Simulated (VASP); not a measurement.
Sb2TeO2, 10 atoms in the cell. It takes space group Pnnm (No. 58, orthorhombic). Conventional cell: a = 3.906 Å, b = 12.546 Å, c = 3.901 Å, α = 90.00°, β = 90.00°, γ = 90.00°. Around Sb (site symmetry m) lie 4 O at 2.23 to 2.37 Å. Around Te (site symmetry 2/m) lie 8 Sb at 3.30 to 3.44 Å and 8 O at 3.67 to 3.72 Å. O (site symmetry m) is surrounded by 4 Sb at 2.23 to 2.37 Å. The cell was built by a generator and needn't be a form met in nature.

* Program: VASP 6.6.1
* Task: single point
* Functional: r2SCAN
* Potentials or basis: VASP PAW PBE potentials, release 64 (Sb, Te, O)
* Cutoff: 520 eV
* k mesh: 8 × 4 × 8
* Occupations: gaussian, width 0.1 eV
* Spin: no spin polarisation
* Further INCAR settings: ALGO = Normal; EDIFF = 1e-06; NBANDS = 39

Potentials or basis: VASP PAW PBE potentials, release 64 (Sb, Te, O).

Launch:

```bash
$ cat potpaw_PBE.64/Sb/POTCAR potpaw_PBE.64/Te/POTCAR potpaw_PBE.64/O/POTCAR > POTCAR
$ mpirun -np 4 vasp_std > vasp.out
```

Hardware: 4 MPI ranks on Intel(R) Xeon(R) 6975P-C (Granite Rapids), on a shared host.

How long does it take, and how much memory?

Wall time 7 min on 4 MPI ranks on Intel(R) Xeon(R) 6975P-C (Granite Rapids), on a shared host, peak memory 0.64 GiB a rank. Counts: scf iterations 24, k points 75.
